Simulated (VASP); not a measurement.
Write the native input for VASP 6.6.1 that does the following.

* Task: single point
* Functional: PBE
* Potentials or basis: VASP PAW PBE potentials, release 64 (Ir, Mo_sv, Sb)
* Cutoff: 520 eV
* k mesh: 3 × 6 × 3
* Occupations: fermi-dirac, width 0.1 eV
* Spin: no spin polarisation
* Dipole correction: no
* Further INCAR settings: ALGO = Fast; EDIFF = 1e-07; NBANDS = 62

The structure of SbMo2Ir2 lies in POSCAR:

```
SbMo2Ir2
1.0
    7.0240448928      0.0000000000     -0.2331229283
    0.0000000000      2.9028108430      0.0000000000
   -3.0109551338      0.0000000000      8.4397493512
Ir Mo Sb
4 4 2
Direct
    0.3179447734      0.2500000000      0.9794477821
    0.6820552266      0.7500000000      0.0205522179
    0.4881285121      0.2500000000      0.7415673553
    0.5118714879      0.7500000000      0.2584326447
    0.6703403508      0.2500000000      0.5244035123
    0.3296596492      0.7500000000      0.4755964877
    0.8803377688      0.2500000000      0.8714818079
    0.1196622312      0.7500000000      0.1285181921
    0.9085393121      0.2500000000      0.3016928814
    0.0914606879      0.7500000000      0.6983071186
```

The cell was built by a generator and needn't be a form met in nature.

The input as run:

INCAR

```
ALGO = Fast ; EDIFF = 1E-7
ENCUT = 520 ; GGA = PE
ISIF = 2 ; ISMEAR = -1
LASPH = T ; LCHARG = T
LELF = T ; LREAL = F
LVHAR = T ; LWAVE = F
NBANDS = 62 ; NELM = 100
PREC = Accurate ; SIGMA = 0.1
```

KPOINTS

```
k-points
0
Gamma
  3 6 3
```

Potentials or basis: VASP PAW PBE potentials, release 64 (Ir, Mo_sv, Sb).

Launch:

```bash
$ cat potpaw_PBE.64/Ir/POTCAR potpaw_PBE.64/Mo_sv/POTCAR potpaw_PBE.64/Sb/POTCAR > POTCAR
$ mpirun -np 1 vasp_std > vasp.out
```

Results of the run:

The pressure is 0.3 GPa. The largest force is 0.023 eV/Å and the band gap on the k mesh is none (metal or under the smearing width).

Caveat: the k mesh is coarse (spacing up to 0.36 Å⁻¹), so the values aren't converged.

Run time: 5.4 min on 1 thread of Intel(R) Xeon(R) Platinum 8488C (Sapphire Rapids), with other jobs on the host, peak memory 0.38 GiB.
